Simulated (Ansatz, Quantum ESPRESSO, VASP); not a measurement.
# One structure in several programs: TlBr (Pm-3m, 2 atoms in the cell)

Self-consistent single point.

```
TlBr
1.0
    3.99000     0.00000     0.00000
    0.00000     3.99000     0.00000
    0.00000     0.00000     3.99000
Tl Br
1 1
Direct
  0.00000   0.00000   0.00000
  0.50000   0.50000   0.50000
```

Shared settings, as Ansatz (a program for electronic structure) writes them: kpoints.mp_grid.grid = 8 8 8; magnetization.spin_orbit = true; scf.occupations.method = fermi_dirac; scf.occupations.width = 0.02 eV. Potentials and cutoffs stand in the table.

| code | model | pressure (GPa) | gap on the mesh (eV) | cutoff |
|---|---|---|---|---|
| Ansatz | PBE with spin-orbit coupling, default PAW files | 0.84 | 1.276 | default |
| Quantum ESPRESSO | PBE, spin-orbit coupling, PSlibrary fully relativistic PAW (PBE) pseudopotentials | 0.28 | 1.278 | 55 Ry |
| VASP | PBE, spin-orbit coupling, VASP's PBE PAW potentials (set 64) | – | 1.383 | 300 eV |

A dash marks a value that a program does not give, or that is left out as unsure.

Gaps are read on the mesh.

The spread over the programs that give each value: pressure within 0.56 GPa; gap on the mesh within 0.107 eV.

Ansatz's pressure is given at a fixed set of plane waves, as the other plane-wave codes print theirs.

VASP's run is marked for a possible Pulay error in its stress at this cutoff; no cutoff test was made.

The starting cell has typed, rounded lattice constants, without a prior relaxation at this level.

Left out of this page: ABINIT and SIESTA (not drawn, or without a comparable value); Elk (with a known weakness of the program).

Keys are those of Ansatz 0.2.
